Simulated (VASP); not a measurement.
Input:

```
CELL_PARAMETERS angstrom
      1.55131    -2.68694     0.00000
      1.55131     2.68694     0.00000
      0.00000     0.00000    11.64043
ATOMIC_POSITIONS crystal
  Mo 0.33333 0.66667 0.25000
  Mo 0.66667 0.33333 0.75000
  S  0.33333 0.66667 0.88426
  S  0.66667 0.33333 0.38426
  S  0.66667 0.33333 0.11574
  S  0.33333 0.66667 0.61574
```

Level of theory: PBEsol GGA, VASP's PBE PAW potentials (set 64) (plane waves; VASP 6.6.1). Settings: 500 eV cut-off, 8×8×2 Γ-centred mesh, Gaussian smearing of 0.050 eV, potentials Mo_sv S.

Energy and stress use the plane-wave basis of the starting cell. Without a dispersion term in the relaxation, distances and binding between the weakly bound layers, chains or molecules are unreliable, and so is what depends on them.

The ions, cell shape and volume at an external pressure of 10.0 GPa are relaxed. Which structure does the run end with?

```
CELL_PARAMETERS angstrom
      1.53340    -2.65593     0.00000
      1.53340     2.65593     0.00000
      0.00000     0.00000    11.33909
ATOMIC_POSITIONS crystal
  Mo 0.33333 0.66667 0.25000
  Mo 0.66667 0.33333 0.75000
  S  0.33333 0.66667 0.88832
  S  0.66667 0.33333 0.38832
  S  0.66667 0.33333 0.11168
  S  0.33333 0.66667 0.61168
```
Space group P6_3/mmc (194), at a tolerance of 0.03 Å.

How do energy and volume change from the first to the last step?

The energy (σ→0) changes by +36.0 meV/atom and the volume by -4.8 %, in 9 ionic steps.

```
step  E(σ→0) (eV)  max force (eV/Å)  pressure (GPa)  volume (Å³)
----  -----------  ----------------  --------------  -----------
1        -46.7744             0.007            5.02        97.04
2        -46.2340             1.347           21.17        90.16
3        -46.6644             0.428            9.92        94.67
4        -46.6250             0.168            9.90        93.70
5        -46.5983             0.044            9.90        93.23
6        -46.5695             0.036           10.26        92.58
7        -46.5458             0.027           10.52        92.16
8        -46.5854             0.121            8.77        92.83
9        -46.5584             0.018            9.99        92.36
```

The compound is MoS2 in the 2H layered structure. This run relaxes it under an external pressure of 10 GPa. Symmetry was kept, so distortions that lower it aren't found.
